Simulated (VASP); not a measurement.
Given:

```
CELL_PARAMETERS angstrom
      4.03216     0.00000     0.00000
      0.00000     4.03216     0.00000
      0.00000     0.00000     5.04373
ATOMIC_POSITIONS crystal
  Pb 0.50000 0.00000 0.76402
  Pb 0.00000 0.50000 0.23598
  O  0.50000 0.50000 0.00000
  O  0.00000 0.00000 0.00000
```

All values below come from rev-vdW-DF2, VASP's PBE PAW potentials (set 64) (plane waves; VASP). Run with 520 eV cut-off, 6×6×5 Γ-centred mesh, Gaussian smearing of 0.050 eV, potentials Pb_d O.

Unless said otherwise, spin-orbit coupling is left out, though it shifts the bands of the heavy elements here.

Problem. Predict the energy per atom (σ→0), band gap (on the k-mesh) with the smallest direct gap where there is one.

Solution. 
| Item | Result |
|---|---|
| band gap (on the k-mesh) | 1.33 eV |
| smallest direct gap (on the k-mesh) | 2.19 eV |
| energy per atom (σ→0) | -3.306 eV/atom |

The compound is PbO in the litharge structure. It was relaxed first.
